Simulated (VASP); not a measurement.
```xyz
2
Lattice="1.7453 -3.0229 0.0000 1.7453 3.0229 0.0000 0.0000 0.0000 5.5921" Properties=species:S:1:pos:R:3 pbc="T T T"
Tl     1.7453     1.0076     1.3980
Tl     1.7453    -1.0076     4.1941
```

All values below come from PBE GGA with D3 dispersion (Becke-Johnson damping), VASP's PBE PAW potentials (set 64) (plane waves; VASP). Numerical set-up: 520 eV cut-off, Gaussian smearing of 0.050 eV, potentials Tl_d.

Unless said otherwise, spin-orbit coupling is left out, though it shifts the bands of the heavy elements here.

**Question.** Predict the band gap (along the path) with the smallest direct gap where there is one.

**Answer.** 
```
Quantity                                                      Value
-------------------------  ----------------------------------------
band gap (along the path)  none (metal, semimetal or under 0.01 eV)
```

Only differences to runs with the same potentials and settings are physical.

The compound is Tl in the hcp structure. It was relaxed first.
